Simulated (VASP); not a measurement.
Input:

```xyz
5
Lattice="-2.0170 2.0170 7.0140 2.0170 -2.0170 7.0140 2.0170 2.0170 -7.0140" Properties=species:S:1:pos:R:3 pbc="T T T"
Rb     0.0000     0.0000     0.0000
As     0.0000     0.0000     4.8930
As     0.0000     0.0000     9.1350
Ir     0.0000     2.0170     3.5070
Ir     2.0170     0.0000     3.5070
```

All values below come from LDA (Ceperley-Alder, Perdew-Zunger), VASP's LDA PAW potentials (set 64) (plane waves; VASP). Run with 300 eV cut-off, 6×6×6 Γ-centred mesh, Gaussian smearing of 0.27 eV, potentials Rb_sv As Ir.

At this cut-off the stress carries a Pulay error, which pulls relaxed volumes low. Unless said otherwise, spin-orbit coupling is left out, though it shifts the bands of the heavy elements here.

Question: What does the run give for the energy per atom (σ→0), pressure, largest force, band gap (on the k-mesh) with the smallest direct gap where there is one?

Answer: 
```json
{
  "band gap (on the k-mesh)": "none (metal, semimetal or under 0.01 eV)",
  "energy per atom (σ→0)": "-6.934 eV/atom",
  "pressure": "-3.85 GPa",
  "largest_force": "0.00350 Ry/bohr"
}
```

Total energies compare only between runs with the same potentials, cut-off and functional.

The structure comes from a computed database's Ir2RbAs2 entry (I4/mmm); how it stands against other phases isn't given here. The cell was not relaxed at this level. The k-mesh is coarse (spacing up to 0.37 per Å, 2π included), so the numbers may not be converged in it. The electron count is odd and the run is not spin-polarised, which forces a metal.
